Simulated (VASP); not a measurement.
```yaml
crystal:
  lattice:
    - [0.00000, 2.26670, 2.26670]
    - [2.26670, 0.00000, 2.26670]
    - [2.26670, 2.26670, 0.00000]
  atoms:
    - { symbol: Li, position: [0.25000, 0.25000, 0.25000] }
    - { symbol: Li, position: [0.75000, 0.75000, 0.75000] }
    - { symbol: O, position: [0.00000, 0.00000, 0.00000] }
```

These are PBE GGA with D3 dispersion (Becke-Johnson damping), VASP's PBE PAW potentials (set 64) (plane waves; VASP) values and carry that method's errors. Settings: 520 eV cut-off, 8×8×8 Γ-centred mesh, Gaussian smearing of 0.050 eV, potentials Li_sv O.

### Question
Predict the energy per atom (σ→0), band gap (on the k-mesh) with the smallest direct gap where there is one.

### Answer

The band gap (on the k-mesh) comes out as 5.08 eV and the smallest direct gap (on the k-mesh) comes out as 5.71 eV. The energy per atom (σ→0) is -5.053 eV/atom.

The absolute energy has meaning only against runs of the same code, potentials and settings.

The compound is Li2O in the antifluorite structure. It was relaxed first, which changed the volume by -6 %. The start is the result of an earlier pass.
